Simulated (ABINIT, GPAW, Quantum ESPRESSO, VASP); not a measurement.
ZnO (P6_3mc, 4 atoms in the cell) computed with different codes at matched settings

Self-consistent single point, at a second geometry (lattice scaled by 0.98). First geometry:

```xyz
4
Lattice="3.2374 0.0000 0.0000 -1.6187 2.8036 0.0000 0.0000 0.0000 5.2221" Properties=species:S:1:pos:R:3 pbc="T T T"
Zn     1.6187     0.9345     2.6141
Zn     0.0000     1.8691     0.0031
O      1.6187     0.9345     4.5940
O      0.0000     1.8691     1.9829
```

Shared settings, as Quantum ESPRESSO writes them: occupations = smearing; smearing = fermi-dirac; degauss = 0.00147 Ry; K_POINTS = automatic 8 8 5 0 0 0. Potentials and cutoffs stand in the table.

| code | model | ΔF from the first geometry (meV/atom) | gap on the mesh (eV) | cutoff |
|---|---|---|---|---|
| Quantum ESPRESSO | PBE, GBRV 1.5 ultrasoft (PBE) pseudopotentials | 49.5 | 0.908 | 50 Ry |
| ABINIT | PBE, PAW (JTH v2.0 PBE PAW) | 44.7 | 0.879 | 30 Ha |
| GPAW | PBE, GPAW PAW datasets PBE (gpaw-data 1.0.1) | 47.3 | 0.876 | 950 eV |
| VASP | PBE, VASP's PBE PAW potentials (set 64) | – | 0.868 | 400 eV |

A dash marks a value that a program does not give, or that is left out as unsure.

Gaps are read on the mesh.

The spread over the programs that give each value: ΔF from the first geometry within 4.8 meV/atom; gap on the mesh within 0.040 eV.

The starting cell comes from a database of computed structures (which also holds hypothetical and non-ambient phases and stackings), without a prior relaxation at this level. For this run, on top of that: lattice scaled by 0.98.

Left out of this page: Ansatz, FLEUR and SIESTA (not drawn, or without a comparable value); CP2K (unsound by tests on forces, stress, charge or solver warnings).
